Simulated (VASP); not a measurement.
Input:

```
CELL_PARAMETERS angstrom
      0.00000     1.96354     1.96354
      1.96354     0.00000     1.96354
      1.96354     1.96354     0.00000
ATOMIC_POSITIONS crystal
  Pd 0.00000 0.00000 0.00000
```

Method: PBE GGA with D3 dispersion (Becke-Johnson damping), VASP's PBE PAW potentials (set 64) (plane waves; VASP). Settings: 520 eV cut-off, 16×16×16 Γ-centred mesh, first-order Methfessel-Paxton smearing of 0.10 eV, potentials Pd.

Task: Give the stress tensor in GPa (positive for a compressed cell).

Result: 
```
-5.40   0.00   0.00
 0.00  -5.40   0.00
 0.00   0.00  -5.40
```
The pressure is its mean diagonal, -5.40 GPa.

The compound is Pd in the fcc structure. This cell is one point of a volume scan, at 1.03 of the reference volume.
